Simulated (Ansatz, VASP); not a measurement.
## Re3BiN in VASP and in Ansatz

INCAR

```
ALGO = Normal
EDIFF = 1E-6
ENCUT = 520
GGA = PS
ISIF = 2
ISMEAR = -1
LASPH = T
LCHARG = T
LELF = T
LREAL = F
LVHAR = T
LWAVE = F
NBANDS = 52
NELM = 100
PREC = Accurate
SIGMA = 0.1
```

File KPOINTS:

```
k-points
0
Gamma
  7 7 7
```

The input POSCAR:

```
Re3BiN
1.0
    5.9811101900      0.0000000000      0.0000000000
   -2.9905555900      5.1798033600      0.0000000000
   -2.9905555900      1.7266007900      4.9615836400
Bi N Re
2 2 6
Direct
    0.0000000000      0.0000000000      0.0000000000
    0.5000000000      0.5000000000      0.5000000000
    0.2228800000      0.7771200000      0.6686400000
    0.7228800000      0.2771200000      0.1686400000
    0.4056400000      0.0615600000      0.8663200000
    0.9384400000      0.4777600000      0.8663200000
    0.5222400000      0.5943600000      0.8663200000
    0.4384400000      0.0943600000      0.3663200000
    0.0222400000      0.5615600000      0.3663200000
    0.9056400000      0.9777600000      0.3663200000
```

Input for Ansatz:

```yaml
crystal:
  lattice:
    - [5.98111019, 0.0, 0.0]
    - [-2.99055559, 5.17980336, 0.0]
    - [-2.99055559, 1.72660079, 4.96158364]
  atoms:
    - { symbol: Bi, position: [0.0, 0.0, 0.0] }
    - { symbol: Bi, position: [0.5, 0.5, 0.5] }
    - { symbol: "N", position: [0.22288, 0.77712, 0.66864] }
    - { symbol: "N", position: [0.72288, 0.27712, 0.16864] }
    - { symbol: Re, position: [0.40564, 0.06156, 0.86632] }
    - { symbol: Re, position: [0.93844, 0.47776, 0.86632] }
    - { symbol: Re, position: [0.52224, 0.59436, 0.86632] }
    - { symbol: Re, position: [0.43844, 0.09436, 0.36632] }
    - { symbol: Re, position: [0.02224, 0.56156, 0.36632] }
    - { symbol: Re, position: [0.90564, 0.97776, 0.36632] }
  symmetry: { tolerance: 0.0003 }
kpoints:
  mp_grid: { grid: [7, 7, 7], shift: [0, 0, 0] }
  band_path:
    path:
      - [0.0, 0.0, 0.0]
      - [0.0, 0.0, -0.5]
      - [-0.25260029, -0.25260029, -0.5]
      - [-0.25260029, -0.49479941, -0.24739971]
      - [-0.5, 0.0, 0.0]
      - [0.0, 0.0, 0.0]
      - [-0.37369985, -0.37369985, 0.0]
      - [-0.25260029, -0.37369985, -0.37369985]
      - [0.0, -0.5, -0.5]
      - [0.0, 0.0, 0.0]
    npoints: 6
magnetization:
  spin_polarized: false
scf:
  occupations: { method: fermi_dirac }
  lower_state_search: "off"
  max_iter: 200
hamiltonian:
  pseudopotentials: { kind: paw }
  xc: pbesol
basis:
  ecutwfc: 420
  fft_grid_basis: typed
output:
  forces: true
  stress: true
  eigenvalues: true
  bader: true
  populations: true
  elf: true
  write_potential: true
  volumetric_format: npy
  dos:
    e_range: [-12, 8]
    de: 0.05
    projected: { site_lists: { Bi: [Bi], "N": ["N"], Re: [Re] } }
checkpoint:
  read: saved_state
```

The cell was built by a generator and needn't be a form met in nature.

Alike in both runs: task single point; functional PBEsol; k mesh 7 × 7 × 7; no spin polarisation.

|  | VASP | Ansatz |
| --- | --- | --- |
| version | VASP 6.6.1 | Ansatz 0.2.0 |
| potentials or method | VASP PAW PBE potentials, release 64 (Bi_d, N, Re) | PAW plane waves |
| plane-wave cutoff (eV) | 520 | 420 |
| occupations | fermi-dirac, width 0.1 eV | fermi-dirac |
| valence electrons in the cell | 82 | 130 |

Ansatz gave:

- pressure (GPa): 4.7
- largest component of the traceless stress (GPa): 10.35
- rms of the force components (eV/Å): 3.004

Q: Estimate VASP's values.

A: Pressure (GPa): 5.9; largest component of the traceless stress (GPa): 10.34; rms of the force components (eV/Å): 3.029.

Atom by atom the forces differ by 0.043 eV/Å (rms over components). The two sets of potentials don't hold the same shells in valence. Ansatz warned: «structure_snapped_to_symmetry».

Caveats: the PAW data sets were made with another functional, which shifts forces and pressure a little (VASP); spin-orbit coupling is left out, which moves the levels of the heavy elements.
